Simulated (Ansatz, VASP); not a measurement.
# La16Pb8S31 (V_S hop (3.3 A)): VASP beside Ansatz

Aim: how closely do two programs agree when they are given the same cell, functional and k mesh? The Ansatz run is a path of several images between two structures; VASP solves one of them, and the two are compared there.

Main program and level: Ansatz 0.2.0; plane waves, with VASP 6.6.1 beside it; PBEsol.

**1. The starting structure**

The cell holds 55 atoms: 16 La, 8 Pb and 31 S. Its edges and angles: a = 12.256 Å, b = 12.256 Å, c = 12.285 Å, α = 59.9°, β = 59.9°, γ = 60.2°. It derives from La2PbS4 (La2PbS4 (I-42d)). Nearest the centre at fractional (0.476, 0.400, 0.351): S39 at 1.18 Å, La7 at 2.58 Å, La2 at 2.68 Å, La15 at 2.81 Å, S30 at 3.55 Å, S27 at 3.58 Å, S49 at 3.67 Å, Pb23 at 3.73 Å. The cell carries charge +2.

**2. Ansatz: path of images, PBEsol**

Ansatz runs on its default PAW (the set named soft_2) files.

A single point takes one fixed geometry, so differences don't come from the geometry; what else differs is listed under the comparison.

input.yaml reads:

```yaml
crystal:
  lattice:
    - [0.0, 8.68700356, 8.64614061]
    - [8.68700356, 0.0, 8.64614061]
    - [8.68700356, 8.68700356, 0.0]
  atoms:
    - { symbol: La, position: [0.12134565, 0.00319339, 0.12848118] }
    - { symbol: La, position: [0.36742468, 0.24031286, 0.38009351] }
    - { symbol: La, position: [0.61921567, 0.50274012, 0.62669219] }
    - { symbol: La, position: [0.86776892, 0.7540991, 0.8817203] }
    - { symbol: La, position: [0.0056911, 0.12188244, 0.74665145] }
    - { symbol: La, position: [0.25423529, 0.36829995, 0.99423435] }
    - { symbol: La, position: [0.51070735, 0.62836094, 0.24111199] }
    - { symbol: La, position: [0.75499922, 0.86780467, 0.49614491] }
    - { symbol: La, position: [0.23499908, 0.64389492, 0.62426277] }
    - { symbol: La, position: [0.49557923, 0.88063521, 0.86857815] }
    - { symbol: La, position: [0.74006807, 0.13874893, 0.12068559] }
    - { symbol: La, position: [0.99544598, 0.37967088, 0.36895268] }
    - { symbol: La, position: [0.13530499, 0.74063738, 0.00297146] }
    - { symbol: La, position: [0.37955467, 0.99409598, 0.25380846] }
    - { symbol: La, position: [0.64663255, 0.23292687, 0.50365298] }
    - { symbol: La, position: [0.88249058, 0.49356704, 0.75449748] }
    - { symbol: Pb, position: [0.11562441, 0.63001158, 0.36813736] }
    - { symbol: Pb, position: [0.37955968, 0.87315866, 0.62525018] }
    - { symbol: Pb, position: [0.63127363, 0.12294053, 0.87581467] }
    - { symbol: Pb, position: [0.8803799, 0.37831359, 0.12232539] }
    - { symbol: Pb, position: [0.00229695, -0.00122086, 0.49914533] }
    - { symbol: Pb, position: [0.24853589, 0.23914974, 0.76058745] }
    - { symbol: Pb, position: [0.49811374, 0.50317408, 0.00110639] }
    - { symbol: Pb, position: [0.7523882, 0.74986106, 0.249631] }
    - { symbol: S, position: [0.22146627, 0.97176401, 0.85668343] }
    - { symbol: S, position: [0.47102402, 0.22238145, 0.10539499] }
    - { symbol: S, position: [0.72283592, 0.47239737, 0.35610395] }
    - { symbol: S, position: [0.97155991, 0.72268564, 0.60396603] }
    - { symbol: S, position: [0.23390714, 0.81767492, 0.34575834] }
    - { symbol: S, position: [0.4804149, 0.07957927, 0.59473771] }
    - { symbol: S, position: [0.7304757, 0.32686802, 0.8443907] }
    - { symbol: S, position: [0.98110581, 0.57487171, 0.09609217] }
    - { symbol: S, position: [0.07294843, 0.48204038, 0.84907225] }
    - { symbol: S, position: [0.32827009, 0.72871086, 0.09828061] }
    - { symbol: S, position: [0.57563535, 0.97938088, 0.34744303] }
    - { symbol: S, position: [0.82744002, 0.22834863, 0.59988489] }
    - { symbol: S, position: [0.09584831, 0.84611559, 0.73714853] }
    - { symbol: S, position: [0.34951484, 0.09728838, 0.97979959] }
    - { symbol: S, position: [0.56308214, 0.35991813, 0.26403553] }
    - { symbol: S, position: [0.85075737, 0.59327212, 0.48228032] }
    - { symbol: S, position: [0.10442695, 0.19865852, 0.22332183] }
    - { symbol: S, position: [0.60521248, 0.69866265, 0.72442803] }
    - { symbol: S, position: [0.84844282, 0.95792591, 0.97613907] }
    - { symbol: S, position: [0.10943366, 0.34765394, 0.57231485] }
    - { symbol: S, position: [0.35025496, 0.59066279, 0.82558481] }
    - { symbol: S, position: [0.59649343, 0.85091199, 0.07108621] }
    - { symbol: S, position: [0.8468094, 0.09641543, 0.31830596] }
    - { symbol: S, position: [0.19481888, 0.10002942, 0.47266865] }
    - { symbol: S, position: [0.43444832, 0.38053459, 0.67688621] }
    - { symbol: S, position: [0.70045478, 0.60245505, 0.97313658] }
    - { symbol: S, position: [0.95447747, 0.84872022, 0.22008989] }
    - { symbol: S, position: [0.22409366, 0.46693731, 0.19951385] }
    - { symbol: S, position: [0.47161302, 0.72223889, 0.4488534] }
    - { symbol: S, position: [0.72540355, 0.96748775, 0.70121116] }
    - { symbol: S, position: [0.97232517, 0.21876268, 0.95099292] }
total_charge: 2
basis:
  ecutwfc: 420
  xc_grid: 2
hamiltonian:
  xc: pbesol
kpoints:
  mp_grid: { grid: [1, 1, 1], shift: [0.25, 0.25, 0.25] }
scf:
  occupations: { method: fixed }
  max_iter: 150
output:
  forces: true
neb:
  images: 5
  f_tol: 0.04
  climbing: true
  initial_path: idpp
  max_iterations: 45
  order_check: false
  final_atoms:
    - { symbol: La, position: [0.11967022, 0.00763422, 0.12759975] }
    - { symbol: La, position: [0.3659153, 0.24479552, 0.38443666] }
    - { symbol: La, position: [0.62083764, 0.50609931, 0.62873556] }
    - { symbol: La, position: [0.87166604, 0.75003755, 0.87963045] }
    - { symbol: La, position: [0.00857881, 0.11936632, 0.74254849] }
    - { symbol: La, position: [0.25463608, 0.37035279, 0.99659436] }
    - { symbol: La, position: [0.5061619, 0.63498015, 0.24239581] }
    - { symbol: La, position: [0.75293391, 0.87505632, 0.49432444] }
    - { symbol: La, position: [0.24538862, 0.62585895, 0.61531433] }
    - { symbol: La, position: [0.49401942, 0.8814018, 0.87019298] }
    - { symbol: La, position: [0.7499986, 0.12124697, 0.11020065] }
    - { symbol: La, position: [0.99344283, 0.38077686, 0.37061181] }
    - { symbol: La, position: [0.12935026, 0.74478801, 0.00816753] }
    - { symbol: La, position: [0.38107644, 0.99590435, 0.25250733] }
    - { symbol: La, position: [0.62970084, 0.24012161, 0.52134583] }
    - { symbol: La, position: [0.88091619, 0.492962, 0.7558661] }
    - { symbol: Pb, position: [0.12758685, 0.62226771, 0.37147915] }
    - { symbol: Pb, position: [0.37651096, 0.87198128, 0.62627547] }
    - { symbol: Pb, position: [0.62506773, 0.12432488, 0.87656344] }
    - { symbol: Pb, position: [0.88636476, 0.37533049, 0.12290566] }
    - { symbol: Pb, position: [0.00225761, -0.00489757, 0.50465333] }
    - { symbol: Pb, position: [0.24782467, 0.24292785, 0.75417739] }
    - { symbol: Pb, position: [0.49433594, 0.50972256, -0.0098673] }
    - { symbol: Pb, position: [0.75097744, 0.74607826, 0.25375084] }
    - { symbol: S, position: [0.22214419, 0.97230784, 0.85576347] }
    - { symbol: S, position: [0.47159974, 0.22677665, 0.10857887] }
    - { symbol: S, position: [0.72053954, 0.46934458, 0.35555836] }
    - { symbol: S, position: [0.97076354, 0.72188871, 0.6048354] }
    - { symbol: S, position: [0.23095351, 0.82600363, 0.34519586] }
    - { symbol: S, position: [0.48141425, 0.07329738, 0.59727664] }
    - { symbol: S, position: [0.72921516, 0.32649861, 0.84532274] }
    - { symbol: S, position: [0.98197858, 0.57475915, 0.09570708] }
    - { symbol: S, position: [0.07656641, 0.4801264, 0.84739689] }
    - { symbol: S, position: [0.32505774, 0.73191761, 0.09859582] }
    - { symbol: S, position: [0.57454269, 0.9802275, 0.34667323] }
    - { symbol: S, position: [0.82729069, 0.22838122, 0.60027849] }
    - { symbol: S, position: [0.10209559, 0.84071511, 0.7248762] }
    - { symbol: S, position: [0.34821142, 0.09778546, 0.97967764] }
    - { symbol: S, position: [0.38944029, 0.43637185, 0.43822081] }
    - { symbol: S, position: [0.84936666, 0.59665523, 0.48018272] }
    - { symbol: S, position: [0.10400764, 0.19743012, 0.2251111] }
    - { symbol: S, position: [0.60767051, 0.69784415, 0.72562502] }
    - { symbol: S, position: [0.86078597, 0.94658704, 0.96970665] }
    - { symbol: S, position: [0.09808901, 0.34783187, 0.57431738] }
    - { symbol: S, position: [0.34601113, 0.59963478, 0.82872082] }
    - { symbol: S, position: [0.59838383, 0.85541788, 0.06927042] }
    - { symbol: S, position: [0.80397774, 0.13068819, 0.30944013] }
    - { symbol: S, position: [0.19768814, 0.10448036, 0.47060425] }
    - { symbol: S, position: [0.44367862, 0.36253451, 0.72113382] }
    - { symbol: S, position: [0.69782385, 0.59367238, 0.98451242] }
    - { symbol: S, position: [0.95154397, 0.85700114, 0.22396419] }
    - { symbol: S, position: [0.22332423, 0.46761416, 0.20270497] }
    - { symbol: S, position: [0.47237904, 0.72077436, 0.45021801] }
    - { symbol: S, position: [0.72545129, 0.9672571, 0.70184709] }
    - { symbol: S, position: [0.97322057, 0.2191749, 0.94787444] }
```

Launch:

```bash
$ ansatz run input.yaml --threads 32 --pin off --max-ram 84787MiB --backend cuda --events-out ev --progress --plain --runs-dir out --max-vram 78GiB
```

Numbers of over 12 decimals in the logs are rounded to 6 here.

Log:

```text
Warning: neb: disabling space-group detection — the band's intermediate images generally break the endpoint symmetry, so the full k-mesh is solved, and no spatial operation symmetrises the density, ex [...]
Engine: ansatz 0.2.0, aarch64-unknown-linux-gnu
[...]
Pseudopotential: La, paw, valence charge 11, recommended cutoff 420 eV (normal), La.paw.azcp
Pseudopotential: Pb, paw, valence charge 14, recommended cutoff 420 eV (normal), Pb.paw.azcp
Pseudopotential: S, paw, valence charge 6, recommended cutoff 420 eV (normal), S.paw.azcp
Functional definition: PBEsol
[...]
Crystal: 55 atoms, lattice volume = 1304.945 Å³
Basis set: ecut = 420 eV, 25557 PW (Γ), exchange–correlation on 180×180×180 points (8 copies of the dense FFT grid, shifted against one another)
Bands: 291, of which v1, the nominal top of the filled ones, is band 236 counted from 1 (235 counted from 0)
[...]
Functional: x = pbesol(κ = 0.804, μ = 0.123457), c = pbesol(β = 0.046)
SCF iter   1: F=—  HF=-220168.479052 eV  |F-HF|=—  |Δ(HF+E_count)|=         —  Δρ=6.74e-3  dr2=1.10e0  ethr=1.77e-3  ⟨swp⟩=6.0  Hψ=1051  notcnv=0  defer=52
[...]
SCF iter   2: F=—  HF=-220168.193000 eV  |F-HF|=—  |Δ(HF+E_count)|=   2.86e-1  Δρ=2.29e-3  dr2=1.07e-1  ethr=2.32e-4  ⟨swp⟩=4.0  Hψ=543  notcnv=0  defer=53
[...]
SCF iter   9: F=-220168.177230 eV  HF=-220168.177230 eV  |F-HF|=2.62e-10  |Δ(HF+E_count)|=   4.08e-7  Δρ=1.40e-6  dr2=5.41e-8  ethr=2.12e-11  ⟨swp⟩=5.0  Hψ=1036  notcnv=0
SCF 1 converged in 9 iterations: F = -220168.177230 eV  dr2 = 5.41e-8
[...]
SCF 9 converged in 9 iterations: F = -220167.669304 eV  dr2 = 2.78e-8
[...]
SCF 10 converged in 9 iterations: F = -220167.603642 eV  dr2 = 2.36e-8
[...]
SCF 22 converged in 6 iterations: F = -220168.088893 eV  dr2 = 2.60e-8
[...]
SCF converged after 6 iterations
[...]
```

**3. VASP: single point, PBEsol, pair 1**

The same cell, functional and mesh now go to VASP, with its own data sets.

Lines of VASP's logs that name or quote its potential files are left out, and so is its time.

INCAR reads:

```
SYSTEM = La16Pb8S31
PREC = Accurate
ENCUT = 400
EDIFF = 1E-06
NELM = 200
ISMEAR = 0
SIGMA = 0.01
LREAL = Auto
ALGO = Normal
GGA = PS
NELECT = 472
NBANDS = 274
LASPH = .TRUE.
LORBIT = 11
LWAVE = .FALSE.
LCHARG = .FALSE.
ISIF = 2
ISYM = 0
GGA_COMPAT = .FALSE.
EFERMI = MIDGAP
LMAXMIX = 6
```

POSCAR reads:

```
La16Pb8S31
1.0
    0.0000000000      8.6870035639      8.6461406084
    8.6870035639      0.0000000000      8.6461406084
    8.6870035639      8.6870035639      0.0000000000
La Pb S
16 8 31
Direct
    0.1213358581      0.0032283896      0.1284625890
    0.3674935707      0.2402920573      0.3800599386
    0.6192496814      0.5027538158      0.6266344627
    0.8678064126      0.7540732948      0.8817036328
    0.0057104238      0.1218609459      0.7466778942
    0.2542557299      0.3683341913      0.9941609330
    0.5107369753      0.6283839858      0.2410757703
    0.7549963869      0.8678085888      0.4961830238
    0.2350012857      0.6438879603      0.6242132807
    0.4955814967      0.8806394716      0.8685252304
    0.7400082889      0.1387652985      0.1207027658
    0.9954634568      0.3796009260      0.3689886137
    0.1353053352      0.7406924473      0.0029471694
    0.3795401045      0.9941363759      0.2538198290
    0.6466523403      0.2329308570      0.5036867757
    0.8825385887      0.4935667211      0.7545045984
    0.1156019721      0.6300486357      0.3681091222
    0.3795433535      0.8731542940      0.6252910449
    0.6312774677      0.1229318721      0.8758014582
    0.8804206523      0.3782912393      0.1223416853
    0.0023220868      0.9987535376      0.4991166392
    0.2485281687      0.2392038948      0.7605654659
    0.4980954719      0.5031605095      0.0011560788
    0.7524106479      0.7498781291      0.2496610027
    0.2214664504      0.9717827075      0.8566958793
    0.4710101249      0.2223628228      0.1053681352
    0.7228522435      0.4723631095      0.3561158875
    0.9715797423      0.7227022112      0.6039923061
    0.2339109294      0.8176565170      0.3458056510
    0.4804236556      0.0795949954      0.5947456972
    0.7304708907      0.3268794826      0.8444104708
    0.9810966904      0.5748576491      0.0961447232
    0.0730217723      0.4820235615      0.8490453065
    0.3282600405      0.7287433572      0.0982391514
    0.5756612744      0.9793677969      0.3474418349
    0.8273934844      0.2283376694      0.5999110987
    0.0958034466      0.8461197037      0.7371650156
    0.3495023958      0.0972865444      0.9798397548
    0.5630661138      0.3598890359      0.2640315093
    0.8507539954      0.5932428774      0.4822718189
    0.1044311324      0.1987099011      0.2232998256
    0.6052304347      0.6985882875      0.7244570594
    0.8484405986      0.9579144802      0.9761240955
    0.1093977762      0.3476847741      0.5723102439
    0.3502615824      0.5906206411      0.8256329508
    0.5964739718      0.8508769986      0.0710749658
    0.8467558257      0.0964395686      0.3183179452
    0.1947764227      0.1000371960      0.4726574004
    0.4344018277      0.3805282456      0.6769134755
    0.7004279432      0.6024655107      0.9731065377
    0.9544537008      0.8487785974      0.2200594584
    0.2241416569      0.4669181200      0.1994796727
    0.4716116010      0.7222158496      0.4488438749
    0.7254041374      0.9674899136      0.7012097587
    0.9722955543      0.2187560914      0.9510373737
```

KPOINTS reads:

```
Points of the shifted mesh
1
Reciprocal
 0.2500000000  0.2500000000  0.2500000000 1
```

The projector-augmented-wave data sets are La, Pb_d and S (PBE family, release 64).

Launch:

```bash
$ export OMP_NUM_THREADS=3
$ mpirun -np 1 vasp_std
```

Log:

```text
[banner, memory and clock lines left out]
running    1 mpi-ranks, on    1 nodes
[...]
Offloading initialized ...    1 GPUs detected
[...]
|                                                                             |
|               ----> ADVICE to this user running VASP <----                  |
|                                                                             |
|     You enforced a specific xc type in the INCAR file but a different       |
|     [... a line on the potential file left out ...]
|     I HOPE YOU KNOW WHAT YOU ARE DOING!                                     |
|                                                                             |

 LDA part: xc-table for (Slater+PW92), standard interpolation
 POSCAR, INCAR and KPOINTS ok, starting setup
[...]
entering main loop
       N       E                     dE             d eps       ncg     rms          rms(c)
DAV:   1     0.611502982673E+04    0.61150E+04   -0.14469E+05   548   0.189E+03
DAV:   2     0.207816266858E+04   -0.40369E+04   -0.38809E+04   580   0.491E+02
DAV:   3     0.261192303146E+03   -0.18170E+04   -0.17780E+04   812   0.317E+02
DAV:   4    -0.265623617012E+03   -0.52682E+03   -0.50699E+03   910   0.169E+02
DAV:   5    -0.363144198516E+03   -0.97521E+02   -0.96808E+02  1024   0.738E+01BRMIX: very serious problems
 the old and the new charge density differ
 old charge density:   474.00000 new  472.00000
    0.280E+01
DAV:   6    -0.362753538661E+03    0.39066E+00   -0.11287E+02   992   0.289E+01    0.155E+01
DAV:   7    -0.363540014783E+03   -0.78648E+00   -0.36113E+01   960   0.185E+01    0.688E+00
DAV:   8    -0.363963456350E+03   -0.42344E+00   -0.77679E+00  1024   0.890E+00    0.487E+00
DAV:   9    -0.364125239321E+03   -0.16178E+00   -0.17508E+00  1096   0.374E+00    0.145E+00
[...]
DAV:  23    -0.364178728623E+03   -0.69161E-05   -0.30192E-05   640   0.119E-02    0.416E-03
DAV:  24    -0.364178729795E+03   -0.11720E-05   -0.74865E-06   440   0.107E-02    0.330E-03
DAV:  25    -0.364178729190E+03    0.60544E-06   -0.25507E-06   424   0.651E-03
   1 F= -.36417873E+03 E0= -.36417873E+03  d E =0.000000E+00
```

OUTCAR, selected parts (step 3):

```text
  Total      -21.6924692    -24.3789853    -20.3353667     -1.2831646      0.8314544      1.2702202
  in kB      -26.6334411    -29.9318748    -24.9672265     -1.5754356      1.0208378      1.5595429
  external PRESSURE =     -27.1775141 kB  Pullay stress =       0.0000000 kB

 POSITION                                       TOTAL-FORCE (eV/Angst)
 -----------------------------------------------------------------------------------
      1.14400      2.17000      1.07700        -0.004515     -0.000282     -0.000716
      5.38900      6.49400      5.25500         0.001074      0.004314      0.000765
      9.81100     10.82300      9.70100         0.004824     -0.005366     -0.016084
     14.21000     15.19800     14.02300        -0.003815      0.001665     -0.008921
      7.54500      6.53600      1.10300        -0.000077      0.003069      0.005472
     11.83600     10.84500      5.38300        -0.002474     -0.005238      0.001945
      7.55300      6.53100      9.84900        -0.002372      0.006035     -0.005123
     11.84900     10.86900     14.03100         0.007315     -0.008868      0.005724
     11.01600      7.46400      7.59900         0.009612      0.009601      0.002121
     15.19500     11.85000     11.89900         0.001582      0.006713     -0.003009
      2.25400      7.47700      7.59800         0.004108      0.006829      0.004995
      6.50300     11.85300     11.88900        -0.000848     -0.008550      0.004039
      6.46000      1.20100      7.57400        -0.007276      0.005774     -0.000344
     10.84100      5.50200     11.87700        -0.003730      0.000965     -0.004074
[...]
-----------------------------------------------------------------------------------
    total drift:                               -0.000074     -0.000359      0.000094

  FREE ENERGIE OF THE ION-ELECTRON SYSTEM (eV)
  ---------------------------------------------------
  free  energy   TOTEN  =      -364.1787291900 eV

  energy  without entropy=     -364.1787291900  energy(sigma->0) =     -364.17872919

[... 3 further parts left out ...]
[key lines of the parts left out:]
E-fermi :   7.3369
```

The run ends at a pressure of -2.72 GPa, with forces up to 0.018 eV/Å.

**4. Differences**

Known differences besides the potentials themselves: fixed occupations in Ansatz, narrow Gaussian smearing in VASP; the cutoff is 420 eV in Ansatz and 400 eV in VASP (PREC = Accurate, projectors in real space); Ansatz makes its cores anew for this functional, VASP keeps those of its PBE data sets. Total energies have different zeros and are not compared.

The largest component of a force difference here is 5 meV/Å. The cell carries a charge of +2 e against a uniform background, so its pressure also hangs on how the neutralising background is counted, and in a defect's cell a gap may be the spacing between its levels.

**5. Ansatz: path of images, PBEsol**

With cell and atoms fixed, the geometry can't cause a difference; cores, projectors, grids and the points listed under the comparison can.

The Ansatz run is a path of several images between two structures; VASP solves one of them, and the two are compared there.

This is the run of step 2 again, met here at its other cell.

[end of part 1 of 2]

[Lines on the potential files, build, host, timing and source positions are cut from VASP's logs without a mark.]

[Logs are printed without paths, hosts, clocks, repeated set-up lines and the standing remarks that a program may print on its own settings, such as how far it seeks lower states.]

[Hosts, paths, dates, database ids (printed as entryN), source tags and the programs' standing remarks are cut or masked in the printed files.]
